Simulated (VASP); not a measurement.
Energy against volume of W (bcc). Level of theory: PBEsol GGA, VASP's PBE PAW potentials (set 64) (plane waves; VASP).

| V (Å³/atom) | E (eV/atom) |
|---|---|
| 14.792 | -13.74721 |
| 15.264 | -13.79439 |
| 15.736 | -13.80791 |
| 16.208 | -13.79255 |
| 16.680 | -13.75301 |

### Question
Fit a third-order Birch-Murnaghan equation of state.

### Answer

The volume per atom is 15.71 Å^3/atom, the bulk modulus comes out as 326 GPa and the pressure derivative of the bulk modulus is 4.46. The lattice constant a comes out as 3.155 Å.

Measured: bulk modulus 312 GPa at 0 K (computed value off by +4.5 %), as given by Vázquez-Parga, Fernández-Martínez, Viñes, J. Chem. Theory Comput. (2023), doi:10.1021/acs.jctc.3c00612, Supporting … [zero-point energy and finite temperature contributions removed]; a 3.160 Å at 0 K (computed value off by -0.2 %), as given by Daniel Mejia-Rodriguez et al., Physical Review B (2018), arXiv:1807.09216 [static lattice: zero-point anharmonic expansion removed].

The compound is W in the bcc structure. It was relaxed first.
